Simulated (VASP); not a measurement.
Consider the following.

```xyz
2
Lattice="0.0000 2.5189 2.5189 2.5189 0.0000 2.5189 2.5189 2.5189 0.0000" Properties=species:S:1:pos:R:3 pbc="T T T"
Li     0.0000     0.0000     0.0000
Cl     2.5189     2.5189     2.5189
```

Calculation: vdW-DF-cx, VASP's PBE PAW potentials (set 64) (plane waves; VASP 6.6.1). Numerical set-up: 520 eV cut-off, 9×9×9 Γ-centred mesh, Gaussian smearing of 0.050 eV, potentials Li_sv Cl.

**Question.** Give the stress tensor in GPa (positive for a compressed cell).

**Answer.** 
```
1.14  0.00  0.00
0.00  1.14  0.00
0.00  0.00  1.14
```
The pressure is its mean diagonal, 1.14 GPa.

The compound is LiCl in the rock salt structure. This cell is one point of a volume scan, at 0.97 of the reference volume.
